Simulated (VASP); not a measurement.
```
CELL_PARAMETERS angstrom
      3.98000     0.00000     0.00000
      0.00000     3.98000     0.00000
      0.00000     0.00000     5.02000
ATOMIC_POSITIONS crystal
  Pb 0.50000 0.00000 0.76500
  Pb 0.00000 0.50000 0.23500
  O  0.50000 0.50000 0.00000
  O  0.00000 0.00000 0.00000
```

Method: PBE GGA, VASP's PBE PAW potentials (set 64) (plane waves; VASP). Numerical set-up: 520 eV cut-off, 5×5×4 Γ-centred mesh, Gaussian smearing of 0.050 eV, potentials Pb_d O.

### Question
Which forces act on the atoms, in eV/Å?

### Answer

| atom | Fx | Fy | Fz |
|---|---|---|---|
| Pb1 | 0.000 | 0.000 | -0.476 |
| Pb2 | 0.000 | 0.000 | 0.476 |
| O3 | 0.000 | 0.000 | 0.000 |
| O4 | 0.000 | 0.000 | 0.000 |

### Question
Give the stress tensor in GPa (positive for a compressed cell).

### Answer

```
5.02  0.00  0.00
0.00  5.02  0.00
0.00  0.00  4.15
```
The pressure is its mean diagonal, 4.73 GPa.

The compound is PbO in the litharge structure. The cell was not relaxed at this level.
